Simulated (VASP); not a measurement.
```
CELL_PARAMETERS angstrom
      3.52582     0.00000     0.00000
     -1.76291     3.05345     0.00000
      0.00000     0.00000     8.92476
ATOMIC_POSITIONS crystal
  Ti 0.33333 0.66667 0.03644
  Ti 0.66667 0.33333 0.53644
  Te 0.33333 0.66667 0.33856
  Te 0.66667 0.33333 0.83856
```

Calculation: PBEsol GGA, VASP's PBE PAW potentials (set 64) (plane waves; VASP 6.6.1). Settings: 400 eV cut-off, Gaussian smearing of 0.050 eV, potentials Ti_sv Te.

Give the energies of bands 11 to 21 at the high-symmetry points, in eV from the Fermi level.

```tsv
band	Γ	M	K	A	L	H
11	-5.96	-5.55	-4.51	-5.13	-5.54	-4.45
12	-4.06	-5.50	-4.39	-5.13	-5.54	-4.45
13	-0.91	-3.72	-4.32	-0.66	-3.40	-4.40
14	-0.82	-3.14	-4.32	-0.66	-3.40	-4.40
15	-0.82	-1.80	-3.18	-0.66	-1.50	-3.02
16	-0.47	-1.09	-3.18	-0.66	-1.50	-3.02
17	-0.47	-0.85	-0.26	-0.54	-0.74	-0.18
18	-0.44	-0.60	-0.03	-0.54	-0.74	-0.18
19	0.67	0.15	0.32	0.78	0.37	0.08
20	0.67	0.55	0.32	0.78	0.37	0.08
21	0.94	1.38	1.03	0.78	1.74	1.60
```

It has no gap at this level: it comes out as a metal or semimetal.

The structure was generated: TiTe was put into the wurtzite type (P6_3mc), which need not be its known phase. It was relaxed first, which changed the volume by -41 %.
